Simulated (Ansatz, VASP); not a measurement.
## TiTe2 (1T-TiTe2 monolayer): VASP beside Ansatz

Wanted: the spread between two codes on one cell, functional and k mesh. Of the first pair: The structure shown is the start of the Ansatz relaxation below; VASP solves that cell, so the two are compared at the walk's first step.

Program: Ansatz 0.2.0. Level of theory: plane waves, with VASP 6.6.1 beside it; single point at PBE with D3(BJ). Results are calculated unless marked as measured.

### 1. Set-up

The cell holds 3 atoms: 2 Te and 1 Ti. Cell: a = 3.750 Å, b = 3.750 Å, c = 31.152 Å, α = 90.0°, β = 90.0°, γ = 120.0°. Vacuum lies along c. The height across the vacuum is the one that the program set for its solve, not the one typed.

### 2. Ansatz: relaxation, PBE with D3(BJ)

Ansatz runs on its default PAW (the set named soft_2) files.

The two programs are compared at the cell with which this relaxation starts, whose forces are those of its first step.

File input.yaml:

```yaml
crystal:
  lattice:
    - [3.75, 0.0, 0.0]
    - [-1.875, 3.2475952642, 0.0]
    - [0.0, 0.0, 21.6759216531]
  atoms:
    - { symbol: Te, position: [0.6666666667, 0.3333333333, 0.4152072583] }
    - { symbol: Ti, position: [0.0, 0.0, 0.5] }
    - { symbol: Te, position: [0.3333333333, 0.6666666667, 0.5847927417] }
  periodic: [true, true, false]
kpoints:
  mp_grid: { grid: [12, 12, 1] }
hamiltonian:
  xc: pbe
  dispersion: d3bj
scf:
  occupations: { method: fermi_dirac, width: 0.05 }
  convergence: { dr2_threshold: 1.0e-09 }
relax:
  f_tol: 0.004
  max_steps: 90
  cell: {}
output:
  write_potential: true
  write_density: true
  volumetric_format: npy
```

Run with:

```console
$ ansatz run input.yaml --threads 4 --pin off --max-ram 6144MiB --backend cpu --events-out ev --progress --plain --runs-dir out
```

Numbers of over 12 decimals in the logs are rounded to 6 here.

Log:

```text
Warning: crystal.periodic: the lattice vector that does not repeat stood 0.000° off the slab's normal, 21.676 Å along it as the deck builds it. The run solves the slab on a vector along the normal, 31.152 Å long, with every atom where it was (on the deck's vector they left 18.00 Å outside them, and the widest stretch free of ions among them is 1.84 Å). A fractional position that the run reports is one of the run's ce [...]
Warning: relax.cell: scf.convergence.dr2_threshold = 1e-9 eV is looser than the 1.60401360113e-10 eV advised for a relaxation that steers and ends on the stress (1e-10 eV for each atom of the cell: 3, times the square of relax.cell.stress_2d_tol = 0.05 N/m over 13.7 Å (the atoms' height at the walk's start and 5 Å past either face), 3.656e-2 GPa, over a crystal's default 0.05). What an SCF threshold leaves in a stress goes as its square root, and in the free energy as the threshold itself, and one threshold admits the most on a small cell: [figures from the program's tests cut] Set scf.convergence.dr2_threshold to 1.60401360113e-10 eV or tighter. [rest of the remark cut]
crystal.periodic: the lattice vector that does not repeat stood 0.000° off the slab's normal, 21.676 Å along it as the deck builds it. The run solves the slab on a vector along the normal, 31.152 Å long, with every atom where it was (on the deck's vector they left 18.00 Å outside them, and the widest stretch free of ions among them is 1.84 Å). A fractional position that the run reports is one of the run's cell, which [...]
Engine: ansatz 0.2.0, aarch64-unknown-linux-gnu
Pseudopotentials: kind: paw
Pseudopotential: Te, paw, valence charge 16, recommended cutoff 420 eV (normal), Te.paw.azcp
Pseudopotential: Ti, paw, valence charge 12, recommended cutoff 420 eV (normal), Ti.paw.azcp
Functional definition: PBE
  parameter kappa = 0.804
  parameter beta = 0.066725
  exchange = pbe_x(kappa = kappa, mu = beta*pi^2/3)
  correlation = pbe_c(beta = beta)
Crystal: 3 atoms, lattice volume = 379.382 Å³
Basis set: ecut = 420 eV, 7473 PW (Γ), exchange–correlation on 54×54×432 points (8 copies of the dense FFT grid, shifted against one another)
Bands: 27, of which v1, the nominal top of the filled ones, is band 22 counted from 1 (21 counted from 0)
Symmetry: 12 space group operations
Space group: P-3m1 (ITA 164), of the structure as read, at distance tolerance 7.2e-5 Å
k-points: 19 of 144
Non-local potential: Te, projectors of the file, l = 0: 2, l = 1: 2, l = 2: 2, l = 3: 2
[...]
SCF iter   3: F=—  HF=-16462.723353 eV  |F-HF|=—  |Δ(HF+E_count)|=   1.07e-3  Δρ=3.74e-4  dr2=1.64e-3  ethr=1.30e-5  ⟨swp⟩=2.1  Hψ=746  notcnv=0
SCF iter   4: F=—  HF=-16462.723188 eV  |F-HF|=—  |Δ(HF+E_count)|=   1.65e-4  Δρ=5.21e-5  dr2=3.24e-5  ethr=3.72e-6  ⟨swp⟩=2.0  Hψ=634  notcnv=0
SCF iter   5: F=—  HF=-16462.723175 eV  |F-HF|=—  |Δ(HF+E_count)|=   1.25e-5  Δρ=1.63e-5  dr2=6.78e-6  ethr=7.37e-8  ⟨swp⟩=3.3  Hψ=1034  notcnv=0
SCF iter   6: F=—  HF=-16462.723174 eV  |F-HF|=—  |Δ(HF+E_count)|=   1.34e-6  Δρ=3.18e-6  dr2=8.59e-8  ethr=1.54e-8  ⟨swp⟩=3.4  Hψ=975  notcnv=0
SCF iter   7: F=—  HF=-16462.723227 eV  |F-HF|=—  |Δ(HF+E_count)|=   5.29e-5  Δρ=9.49e-7  dr2=4.19e-9  ethr=1.95e-10  ⟨swp⟩=3.1  Hψ=1037  notcnv=0
SCF iter   8: F=-16462.723227 eV  HF=-16462.723227 eV  |F-HF|=8.73e-10  |Δ(HF+E_count)|=   6.14e-9  Δρ=1.98e-7  dr2=3.63e-10  ethr=2.27e-12  ⟨swp⟩=11.8  Hψ=3613  notcnv=0
SCF 4 converged in 8 iterations: F = -16462.723227 eV  dr2 = 3.63e-10
relax step   4: F+E_penalty+E_count = -16462.72322680 eV  Δ(F+E_penalty+E_count) = -2.846e-3 eV  max|allowed force component| = 1.359e-2 eV/Å  Δτ_max = 0.0006 Å  P = -0.204 N/m  Ω = 367.267 Å³  energy of the carried Pulay correction = +3.670e-4 eV  fix = [c, alpha, beta]  reactions: c -0.000 N/m  (8 SCF iters, accepted)
[...]
relax step   5: F+E_penalty+E_count = -16462.72368392 eV  Δ(F+E_penalty+E_count) = -4.571e-4 eV  max|allowed force component| = 2.246e-3 eV/Å  Δτ_max = 0.0030 Å  P = +0.006 N/m  Ω = 365.135 Å³  energy of the carried Pulay correction = +4.328e-4 eV  fix = [c, alpha, beta]  reactions: c +0.000 N/m  (8 SCF iters, accepted)
[...]
relax step   6: F+E_penalty+E_count = -16462.72322153 eV  Δ(F+E_penalty+E_count) = +4.624e-4 eV  max|allowed force component| = 2.320e-3 eV/Å  Δτ_max = 0.0000 Å  P = +0.008 N/m  Ω = 365.135 Å³  fix = [c, alpha, beta]  reactions: c +0.000 N/m  stress off target by 7.73e-3 N/m on what of the cell is left free  SCF on the basis re-selected at this cell (its energy is not comparable with the rows above)  (5 SCF iters)
basis re-selected at this cell: Δ(F+E_penalty+E_count) = +4.624e-4 eV, ΔP = +0.002 N/m vs the last step (what re-selecting the basis moved, of the pressure what is left beyond the Pulay correction that the steps carried, after the strain that the cell walked since its last selection, with what the two solves' SCF thresholds leave and, on support functions, any second-order correction that the steps lacked; it is no measure of the basis error at this ecutwfc). The dense FFT grid was sized anew with the basis: this SCF ran on 25×25×216 points, the steps before it on 27×27×216, so part of this shift can come from that change (see relax.cell in the input reference). [rest of the remark cut]
SCF converged after 5 iterations
Free energy (F): -16462.723222 eV
Harris-Foulkes:  -16462.723222 eV  (|F-HF|=1.81e-9)
Internal energy: -16462.712704 eV  (E = F + TS)
E sigma→0 (E₀):  -16462.717963 eV
Entropy (-TS):   -0.010517 eV (-3.506 meV/atom)
Fermi energy:    -4.768333 eV
--- Per-component energies (eV) ---
  E_band       = -1326.578306
  E_kinetic    = 633.664709
  E_local      = -92370.002516  (includes V_loc(G=0)·N_el)
  E_nonlocal   = -611.994176
  E_hartree    = 46141.903793
  E_xc         = -346.578019
  E_vxc        = -330.906892  (∫ρ·V_xc dr)
  E_paw        = -10372.562674  (= ΣΔE_a)
  E_vpaw       = -931.146396  (= ΣTr[D̂ρ^β])
  E_aug_tail   = -0.000245  (compensation charges beyond the density's cutoff)
  E_ewald      = 40463.935307
  E_disp       = -1.078884  (pairwise vdW)
  E_smearing   = -0.010517  (= −TS)
  E_closure    = 0.000000  (closes the sum)
  Σ components = -16462.723222   (vs F -16462.723222, Δ=0.00e0)
--- Forces (eV/Å), atoms counted from 1 ---
  atom   1  Te     0.00000000     0.00000000    -0.00231988
  atom   2  Ti     0.00000000     0.00000000     0.00000000
  atom   3  Te     0.00000000    -0.00000000     0.00231988
  max |Σ_I F_I| component: 0.00e0 eV/Å
--- 2D stress c σ (N/m, compression-positive) ---
        0.007728      -0.000000       0.000000
       -0.000000       0.007728       0.000000
        0.000000       0.000000       0.000000
  P = ½ c Tr σ = 0.0077 N/m
--- Band table (eV; the first three rows and the last of 19) ---
  k-point 0: bands = [... 18 lower, -6.1172, -6.1172, -4.3285, -4.2703, -4.2703, -3.4073, -3.4073, -1.2340, ... 1 higher]
  k-point 1: bands = [... 18 lower, -6.1069, -5.9190, -4.7368, -4.4836, -4.3283, -3.4848, -3.2777, -1.7191, ... 1 higher]
  k-point 2: bands = [... 18 lower, -6.0993, -5.9677, -5.7143, -4.8496, -4.4152, -3.4770, -3.1566, -2.3618, ... 1 higher]
  k-point 18: bands = [... 18 lower, -8.5194, -7.6261, -6.7711, -6.7711, -3.5405, -3.4997, -3.4997, -2.2332, ... 1 higher]
  the weakly bound empty levels are not read free of the cell's end (no_gap_told)
--- Relaxed structure (5 steps of the walk, 5 accepted, 1 SCFs on fresh bases) ---
  F+E_penalty+E_count = -16462.72322153 eV   max|allowed force component| = 2.320e-3 eV/Å   (the final SCF, on the basis selected at the relaxed cell)
  cell:  # Å, volume = 365.1345 Å³
    - [3.678911, 0, 0]
    - [-1.839455, 3.186030, 0]
    - [0, 0, 31.151843]
  atoms:
    - { symbol: Te, position: [0.666667, 0.333333, 0.291346] }
    - { symbol: Ti, position: [0, 0, 0.347908] }
    - { symbol: Te, position: [0.333333, 0.666667, 0.404469] }
```

Reading the cycles: dr2 is the Hartree energy of the density residual (eV), the measure of convergence; HF is the Harris–Foulkes estimate of the energy, which meets the free energy F at convergence.

### 3. VASP: single point, PBE with D3(BJ), start cell, pair 1

The same cell, functional, mesh and smearing now go to VASP, with its own data sets.

Lines of VASP's logs that name or quote its potential files are left out, and so is its time.

File INCAR:

```
SYSTEM = TiTe2
PREC = Accurate
ENCUT = 400
EDIFF = 1E-06
NELM = 120
ISMEAR = -1
SIGMA = 0.05
LREAL = .FALSE.
ALGO = Normal
GGA = PE
IVDW = 12
NBANDS = 18
LASPH = .TRUE.
LORBIT = 11
LWAVE = .FALSE.
LCHARG = .FALSE.
ISIF = 2
LDIPOL = .TRUE.
IDIPOL = 3
DIPOL = 0.5 0.5 0.348
LVHAR = .TRUE.
GGA_COMPAT = .FALSE.
NELMDL = -8
```

File POSCAR:

```
TiTe2
1.0
    3.7500000000      0.0000000000      0.0000000000
   -1.8750000000      3.2475950000      0.0000000000
    0.0000000000      0.0000000000     31.1518430000
Te Ti
2 1
Direct
    0.6666666667      0.3333333333      0.2889074652
    0.3333333333      0.6666666667      0.4069076105
    0.0000000000      0.0000000000      0.3479075379
```

File KPOINTS:

```
Automatic mesh
0
Gamma
12 12 1
0 0 0
```

The projector-augmented-wave data sets are Te and Ti_sv (PBE family, release 64).

Run with:

```console
$ mpirun -np 1 vasp_std
```

Log:

```text
[banner, memory and clock lines left out]
running    1 mpi-ranks, on    1 nodes
 distrk:  each k-point on    1 cores,    1 groups
 distr:  one band on    1 cores,    1 groups

 POSCAR found type information on POSCAR TeTi
 POSCAR found :  2 types and       3 ions
 LDA part: xc-table for (Slater+PW92), standard interpolation
 POSCAR, INCAR and KPOINTS ok, starting setup
 FFT: planning ... GRIDC
 FFT: planning ... GRID_SOFT
 FFT: planning ... GRID
 WAVECAR not read
 entering main loop
       N       E                     dE             d eps       ncg     rms          rms(c)
DAV:   1     0.137846052331E+03    0.13785E+03   -0.93226E+03   844   0.804E+02
DAV:   2     0.281482491329E+00   -0.13756E+03   -0.13415E+03   944   0.208E+02
DAV:   3    -0.176133622907E+02   -0.17895E+02   -0.17845E+02  1266   0.668E+01
DAV:   4    -0.185572422336E+02   -0.94388E+00   -0.94059E+00   950   0.154E+01
DAV:   5    -0.186471193384E+02   -0.89877E-01   -0.89826E-01  1076   0.371E+00
DAV:   6    -0.186478180161E+02   -0.69868E-03   -0.69859E-03   974   0.437E-01
DAV:   7    -0.186478391139E+02   -0.21098E-04   -0.21098E-04  1078   0.676E-02
DAV:   8    -0.186478392847E+02   -0.17080E-06   -0.17062E-06   968   0.678E-03    0.119E+01
DAV:   9    -0.193255570053E+02   -0.67772E+00   -0.48656E+01   794   0.403E+01    0.182E+01
DAV:  10    -0.166574899950E+02    0.26681E+01   -0.53863E+01   858   0.403E+01    0.661E+00
DAV:  11    -0.162539689978E+02    0.40352E+00   -0.15687E+00   758   0.796E+00    0.306E+00
DAV:  12    -0.161427434217E+02    0.11123E+00   -0.13042E+00   872   0.719E+00    0.167E+00
DAV:  13    -0.161420579453E+02    0.68548E-03   -0.47525E-01   836   0.487E+00    0.125E+00
DAV:  14    -0.161225029138E+02    0.19555E-01   -0.15935E-01   792   0.276E+00    0.369E-01
[...]
DAV:  21    -0.161217225402E+02   -0.95648E-04   -0.32158E-05   886   0.374E-02    0.881E-03
DAV:  22    -0.161217564911E+02   -0.33951E-04   -0.23598E-06   780   0.831E-03    0.387E-03
DAV:  23    -0.161217794875E+02   -0.22996E-04   -0.35929E-07   620   0.301E-03    0.234E-03
DAV:  24    -0.161217925189E+02   -0.13031E-04   -0.58637E-07   702   0.232E-03    0.311E-03
DAV:  25    -0.161217990124E+02   -0.64935E-05   -0.13596E-07   592   0.139E-03    0.912E-04
DAV:  26    -0.161218007837E+02   -0.17713E-05   -0.80173E-08   566   0.122E-03    0.325E-04
DAV:  27    -0.161218025996E+02   -0.18159E-05   -0.45233E-08   496   0.850E-04    0.636E-04
DAV:  28    -0.161218030735E+02   -0.47386E-06   -0.66189E-09   444   0.403E-04
   1 F= -.17142640E+02 E0= -.17136531E+02  d E =-.122161E-01
```

OUTCAR, selected parts (step 3):

```text
ion  position               nearest neighbor table
   1  0.667  0.333  0.289-   3 2.84   3 2.84   3 2.84
   2  0.333  0.667  0.407-   3 2.84   3 2.84   3 2.84
   3  0.000  0.000  0.348-   2 2.84   1 2.84   2 2.84   2 2.84   1 2.84   1 2.84

  LATTYP: Found a hexagonal cell.
 ALAT       =     3.7500000000
 C/A-ratio  =     8.3071581333

 Subroutine GETGRP returns: Found 12 space group operations
 (whereof  6 operations were pure point group operations)

The static configuration has the point symmetry C_3v.
 The point group associated with its full space group is D_3d.

 Found     19 irreducible k-points:

   k-points           NKPTS =     19   k-points in BZ     NKDIM =     19   number of bands    NBANDS=     18

   dimension x,y,z NGX =    24 NGY =   24 NGZ =  210
   dimension x,y,z NGXF=    48 NGYF=   48 NGZF=  420

   ENCUT  =  400.0 eV  29.40 Ry    5.42 a.u.   6.12  6.12 50.80*2*pi/ulx,y,z

   NELECT =      24.0000    total number of electrons

 k-points in reciprocal lattice and weights: Automatic mesh
   0.00000000  0.00000000  0.00000000       0.007
   0.08333333  0.00000000  0.00000000       0.042
   0.16666667  0.00000000  0.00000000       0.042
   0.25000000  0.00000000  0.00000000       0.042
   0.33333333 -0.00000000  0.00000000       0.042
   0.41666667 -0.00000000  0.00000000       0.042
   0.50000000  0.00000000  0.00000000       0.021
   0.08333333  0.08333333  0.00000000       0.042
   0.16666667  0.08333333  0.00000000       0.083
[...]
0.33333333  0.25000000  0.00000000       0.083
   0.33333333  0.33333333  0.00000000       0.014

 dipolmoment           0.000000      0.000000      0.000002 electrons x Angstroem

 average (electrostatic) potential at core
       1 -96.4080       2 -96.4080       3 -84.0117

 E-fermi :  -2.3355

 k-point     1 :       0.0000    0.0000    0.0000
  band No.  band energies     occupation
    ...
      6     -13.5542      2.00000
      7      -6.5184      2.00000
      8      -3.9802      2.00000
      9      -3.5273      2.00000
     10      -3.5273      2.00000
     11      -1.9635      0.00117
     12      -1.8629      0.00016
     13      -1.8629      0.00016
     14      -1.1341      0.00000
     15      -1.1341      0.00000
    ...

 k-point     2 :       0.0833    0.0000    0.0000
  band No.  band energies     occupation
    ...
      7      -6.4312      2.00000
      8      -4.1893      2.00000
      9      -3.5210      2.00000
     10      -3.4359      2.00000
     11      -2.3238      0.88420
     12      -2.0598      0.00804
     13      -1.9435      0.00079
     14      -1.2105      0.00000
     15      -1.0176      0.00000
     16       0.3516      0.00000
    ...

 k-point     3 :       0.1667    0.0000    0.0000
  band No.  band energies     occupation
    ...
      8      -4.6131      2.00000
      9      -3.5236      2.00000
     10      -3.5048      2.00000
     11      -3.3004      2.00000
     12      -2.3949      1.53331
     13      -2.0207      0.00368
     14      -1.2024      0.00000
     15      -0.9126      0.00000
     16      -0.2193      0.00000
     17       0.5146      0.00000
    ...

 Edisp (eV)   -1.02084

  Total      -2.20673    -2.20673    -3.14559     0.00000    -0.00000     0.00000
  in kB      -9.31928    -9.31928   -13.28423     0.00000    -0.00000     0.00000
  external pressure =      -10.64 kB  Pullay stress =        0.00 kB

  energy-cutoff  :      400.00
  volume of cell :      379.38
      direct lattice vectors                 reciprocal lattice vectors
     3.750000000  0.000000000  0.000000000     0.266666667  0.153960084  0.000000000
    -1.875000000  3.247595000  0.000000000     0.000000000  0.307920169  0.000000000
     0.000000000  0.000000000 31.151843000     0.000000000  0.000000000  0.032100829

 POSITION                                       TOTAL-FORCE (eV/Angst)
 -----------------------------------------------------------------------------------
      1.87500      1.08253      9.00000         0.000000      0.000000      0.834660
     -0.00000      2.16506     12.67592        -0.000000     -0.000000     -0.834660
      0.00000      0.00000     10.83796         0.000000     -0.000000      0.000000
 -----------------------------------------------------------------------------------
    total drift:                               -0.000000     -0.000000      0.000126

  FREE ENERGIE OF THE ION-ELECTRON SYSTEM (eV)
  ---------------------------------------------------
  free  energy   TOTEN  =       -17.1426395247 eV

  energy  without entropy=      -17.1304234234  energy(sigma->0) =      -17.13653147

 vacuum level on the upper side and lower side of the slab         2.454         2.454

 total charge
# of ion       s       p       d       tot
------------------------------------------
    1        1.386   1.969   0.031   3.386
    2        1.386   1.969   0.031   3.386
    3        2.157   6.103   1.819  10.079
--------------------------------------------------
tot          4.929  10.041   1.881  16.850

[... 3 further parts left out ...]
```

This run has no spin polarisation, so a moment on Ti, if there is one, isn't seen.

[end of part 1 of 2]

[Lines on the potential files, build, host, timing and source positions are cut from VASP's logs without a mark.]

[Logs are printed without paths, hosts, clocks, repeated set-up lines and the standing remarks that a program may print on its own settings, such as how far it seeks lower states.]

[Hosts, paths, dates, database ids (printed as entryN), source tags and the programs' standing remarks are cut or masked in the printed files.]
